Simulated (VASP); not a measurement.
# GaSb (zinc blende): computed properties

These are r2SCAN meta-GGA, VASP's PBE PAW potentials (set 64) (plane waves; VASP) values and carry that method's errors.

```yaml
space_group: F-43m (216)
cell: a = b = c = 6.127 Å, α = β = γ = 90.00°
volume_per_atom: 28.75 Å³/atom
band gap (over mesh and band path): 0.41 eV
smallest direct gap (over mesh and band path): 0.41 eV
band_edge_character_without_spin_orbit_coupling: direct, Γ to Γ
band_gap_with_spin_orbit_coupling: 0.20 eV
density: 5.53 g/cm³
```

```
GaSb
1.0
    0.00000     3.06359     3.06359
    3.06359     0.00000     3.06359
    3.06359     3.06359     0.00000
Ga Sb
1 1
Direct
  0.00000   0.00000   0.00000
  0.25000   0.25000   0.25000
```

Measured: a 6.096 Å at 300 K (computed value off by +0.5 %), as given by I. Vurgaftman et al., Journal of Applied Physics (2001), doi:10.1063/1.1368156. The calculation is for a static lattice, while the measured a holds thermal and zero-point effects, which are part of the difference.  Unless said otherwise, spin-orbit coupling is left out, though it shifts the bands of the heavy elements here.

The compound is GaSb in the zinc blende structure. It was relaxed first. Symmetry was kept, so distortions that lower it aren't found.
